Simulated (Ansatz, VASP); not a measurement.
# TaGaMo3 in VASP and in Ansatz

```
Ta Ga Mo
1.0
     4.55203    0.00000    0.00000
     0.00000    4.55203    0.00000
     0.00000    0.00000    4.55203
Ta Ga Mo
1 1 3
Direct
  0.00000 0.00000 0.00000
  0.50000 0.50000 0.50000
  0.00000 0.50000 0.50000
  0.50000 0.00000 0.50000
  0.50000 0.50000 0.00000
```

Change from the starting cell: species swapped into the CeBPd3 type (Pm-3m, No. 221).

Alike in both runs: functional PBE; k mesh 8 × 8 × 8; occupations gaussian, width 0.1 eV; no spin polarisation.

Ansatz relaxed the structure, and its values are those at the end. VASP's run is a single point on that final structure, the one shown.

|  | VASP | Ansatz |
| --- | --- | --- |
| version | VASP 6.6.1 | Ansatz 0.2.0 |
| potentials or method | VASP PAW PBE potentials, release 64 (Ta_pv, Ga_d, Mo_sv) | scalar-relativistic, plane waves, PAW |
| plane-wave cutoff (eV) | 520 | 420 |
| valence electrons in the cell | 66 | 68 |

```tsv
	VASP	Ansatz	Ansatz less VASP
gap on the k mesh at the Fermi level (eV)	none	none	-
pressure (GPa)	0.6	0.0	-0.52
```

A gap of «none» marks a metal or a gap that the smearing closes. The two sets of potentials don't hold the same shells in valence.

Spin-orbit coupling is left out, which matters for the levels of Ta.
